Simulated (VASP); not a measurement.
A convergence study with VASP on Mg (hcp): a few settings are varied, all else stays as given below, so the limit is that of these other settings. The cell's lengths are 1 % over those of the tabulated start and one atom is moved, so it is off equilibrium.

```
Mg
1.0
    1.62105    -2.80774     0.00000
    1.62105     2.80774     0.00000
    0.00000     0.00000     5.26210
Mg
2
Direct
  0.33333   0.66667   0.25000
  0.68536   0.35202   0.75000
```

These are PBE GGA, VASP's PBE PAW potentials (set 64) (plane waves; VASP) values and carry that method's errors. The last row used: 900 eV cut-off, 10×10×6 Γ-centred mesh, first-order Methfessel-Paxton smearing of 0.10 eV, potentials Mg_sv.

Energies of different potentials or hybrids have different zeros.

| setting | E (eV/atom) | pressure (GPa) | largest force (eV/Å) | plane waves |
|---|---|---|---|---|
| ENCUT = 300, POTCAR Mg | -1.4983 | -1.36 | 0.037 | 578 |
| ENCUT = 400, POTCAR Mg | -1.4987 | -1.35 | 0.037 | 880 |
| ENCUT = 520, POTCAR Mg | -1.4987 | -1.35 | 0.037 | 1310 |
| ENCUT = 700, POTCAR Mg | -1.4987 | -1.35 | 0.037 | 2029 |
| ENCUT = 900, POTCAR Mg | -1.4987 | -1.35 | 0.037 | 2964 |
| ENCUT = 300, POTCAR Mg_pv | -1.0401 | -70.12 | 0.032 | 578 |
| ENCUT = 400, POTCAR Mg_pv | -1.4859 | -5.99 | 0.036 | 880 |
| ENCUT = 520, POTCAR Mg_pv | -1.4983 | -1.35 | 0.036 | 1310 |
| ENCUT = 700, POTCAR Mg_pv | -1.4986 | -1.53 | 0.037 | 2029 |
| ENCUT = 900, POTCAR Mg_pv | -1.4991 | -1.23 | 0.037 | 2964 |
| ENCUT = 300, POTCAR Mg_sv | -1.5779 | -218.81 | 0.031 | 578 |
| ENCUT = 400, POTCAR Mg_sv | -1.4660 | -42.35 | 0.037 | 880 |
| ENCUT = 520, POTCAR Mg_sv | -1.5164 | -3.10 | 0.037 | 1310 |
| ENCUT = 700, POTCAR Mg_sv | -1.5138 | -1.99 | 0.037 | 2029 |
| ENCUT = 900, POTCAR Mg_sv | -1.5072 | -1.43 | 0.037 | 2964 |

Left out are rungs that failed or repeat a setting and relaxations that didn't move; long series are thinned to 24 rows.

The compound is Mg in the hcp structure. The cell was not relaxed at this level, it is distorted from the ideal structure.
